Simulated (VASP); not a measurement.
The system is Bi2Se3 (Paraguanajuatite).

```
Bi Se
1.0
     2.10858    1.21739   10.41931
    -2.10858    1.21739   10.41931
     0.00000   -2.43477   10.41931
Bi Se
2 3
Direct
  0.39582 0.39582 0.39582
  0.60418 0.60418 0.60418
  0.00000 0.00000 0.00000
  0.22058 0.22058 0.22058
  0.77942 0.77942 0.77942
```

The cell isn't the ideal one: a relaxed cell with its volume scaled by 1.02.

- Program: VASP 6.6.1
- Task: relaxation of shape and atoms at fixed volume
- Functional: PBE
- Potentials or basis: VASP PAW PBE potentials, release 64 (Bi, Se)
- Cutoff: 300 eV
- k mesh: 4 × 4 × 4
- Occupations: gaussian, width 0.03 eV
- Spin: no spin polarisation

At the start: pressure -1.0 GPa; volume 32.10 Å³/atom.

**Question.** Where does the relaxation end?

**Answer.** Over 9 steps the energy falls by 2.0 meV/atom; space group R-3m (No. 166, to 0.05 Å).

The path:
| step | energy change (eV) | largest force (eV/Å) | pressure (GPa) |
| --- | --- | --- | --- |
| 1 | 0.0000 | 0.1581 | -1.01 |
| 2 | -0.0021 | 0.1009 | -0.88 |
| 3 | -0.0031 | 0.0943 | -0.73 |
| 4 | -0.0045 | 0.0813 | -0.66 |
| 5 | -0.0077 | 0.0420 | -0.47 |
| 6 | -0.0099 | 0.0410 | -0.05 |
| 7 | -0.0099 | 0.0311 | -0.11 |
| 8 | -0.0099 | 0.0332 | 0.05 |
| 9 | -0.0101 | 0.0016 | -0.03 |

Final structure:
```
Bi Se
1.0
     2.09431    1.20915   10.56172
    -2.09431    1.20915   10.56172
     0.00000   -2.41830   10.56172
Bi Se
2 3
Direct
  0.39461 0.39461 0.39461
  0.60539 0.60539 0.60539
  0.00000 0.00000 0.00000
  0.22283 0.22283 0.22283
  0.77717 0.77717 0.77717
```

Caveat: the k mesh is coarse (spacing up to 0.43 Å⁻¹), so the values aren't converged.
